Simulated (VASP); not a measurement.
```
Na2S
1.0
    0.00000     3.27634     3.27634
    3.27634     0.00000     3.27634
    3.27634     3.27634     0.00000
Na S
2 1
Cartesian
  1.63817   1.63817   1.63817
  4.91451   4.91451   4.91451
  0.00000   0.00000   0.00000
```

These are vdW-DF-cx, VASP's PBE PAW potentials (set 64) (plane waves; VASP) values and carry that method's errors. Run with 520 eV cut-off, Gaussian smearing of 0.050 eV, potentials Na_pv S.

Q: Predict the band gap (along the path) with the smallest direct gap where there is one.

A: 
```
Item                                   Result
------------------------------------  -------
band gap (along the path)             2.50 eV
smallest direct gap (along the path)  2.50 eV
```

Only differences to runs with the same potentials and settings are physical.

The compound is Na2S in the antifluorite structure. It was relaxed first.
